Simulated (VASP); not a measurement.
The system is In3SbO4.

```xyz
8
Lattice="-3.0033 3.0033 4.6211 3.0033 -3.0033 4.6211 3.0033 3.0033 -4.6211" Properties=species:S:1:pos:R:3 pbc="T T T"
In    0.0000    0.0000    6.9598
In    0.0000    0.0000    2.2825
In    0.0000    0.0000    4.6211
Sb    0.0000    0.0000    0.0000
O     1.5384   -1.4649    2.3106
O     4.4682    1.4649    2.3106
O     1.4649    1.5384    2.3106
O    -1.4649    4.4682    2.3106
```

The cell was built by a generator and needn't be a form met in nature.

- Program: VASP 6.6.1
- Task: relaxation of cell and atoms
- Functional: PBE
- Potentials or basis: VASP PAW PBE potentials, release 64 (In_d, Sb, O)
- Cutoff: 520 eV
- k mesh: 3 × 3 × 3
- Occupations: gaussian, width 0.15 eV
- Spin: no spin polarisation

At the start: pressure 18.9 GPa; volume 20.84 Å³/atom.

**Question.** Where does the relaxation end?

**Answer.** Over 13 steps the energy falls by 654.1 meV/atom and the volume is 24.52 Å³/atom (+17.7 %); space group I422 (No. 97, to 0.05 Å).

Step by step:
```
step  energy change (eV)  largest force (eV/Å)  pressure (GPa)  volume (Å³)
   1              0.0000                1.8548           18.90       166.73
   2             -4.0872                1.0596           -7.55       226.24
   3             -4.8275                1.0854           -2.00       201.86
   4             -4.8423                1.1376           -3.11       205.05
   5             -4.8422                1.0669           -2.93       204.28
   6             -5.1289                0.7358            0.78       193.21
   7             -5.1328                0.6963            0.99       192.12
   8             -5.1883                0.5117            0.13       194.63
   9             -5.2116                0.3553           -0.42       196.73
  10             -5.2012                0.0624           -1.42       200.96
  11             -5.2167                0.2882           -0.87       198.13
  12             -5.2315                0.1188            0.35       195.50
  13             -5.2328                0.0368            0.21       196.19
```

Final structure:
```yaml
crystal:
  lattice:
    - [-2.90121, 2.90121, 5.82706]
    - [2.90121, -2.90121, 5.82706]
    - [2.90121, 2.90121, -5.82706]
  atoms:
    - { symbol: In, position: [0.76118, 0.76118, 0.00000] }
    - { symbol: In, position: [0.23882, 0.23882, 0.00000] }
    - { symbol: In, position: [0.50000, 0.50000, 0.00000] }
    - { symbol: Sb, position: [0.00000, 0.00000, 0.00000] }
    - { symbol: O, position: [0.00629, 0.50629, 0.01257] }
    - { symbol: O, position: [0.49371, 0.99371, 0.98743] }
    - { symbol: O, position: [0.50629, 0.49371, 0.50000] }
    - { symbol: O, position: [0.99371, 0.00629, 0.50000] }
```

Caveat: the k mesh is coarse (spacing up to 0.49 Å⁻¹), so the values aren't converged; the volume moved by over 15 % at a fixed basis, so the end points are rough; the relaxation stopped at a loose force limit of 0.08 eV/Å, so its end isn't a converged minimum.
